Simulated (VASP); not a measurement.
```
CELL_PARAMETERS angstrom
      0.00000     3.01661     3.01661
      3.01661     0.00000     3.01661
      3.01661     3.01661     0.00000
ATOMIC_POSITIONS crystal
  Cu 0.00000 0.00000 0.00000
  I  0.25000 0.25000 0.25000
```

These are PBE GGA with D4 dispersion, VASP's PBE PAW potentials (set 64) (plane waves; VASP) values and carry that method's errors. Numerical set-up: 520 eV cut-off, 8×8×8 Γ-centred mesh, Gaussian smearing of 0.050 eV, potentials Cu I.

Problem. The job: CuI (zinc blende), 2 atoms, PBE-D4, static run, 520 eV, 8×8×8 Γ-centred mesh. Roughly how much core time does it take on a busy server core?

Solution. About 10 core-seconds (one run on a shared machine, a rough figure). It had 29 irreducible k-points, 13 bands, up to 1490 plane waves and 16 electronic steps.

The compound is CuI in the zinc blende structure. This cell is one point of a volume scan, at 1.03 of the reference volume.
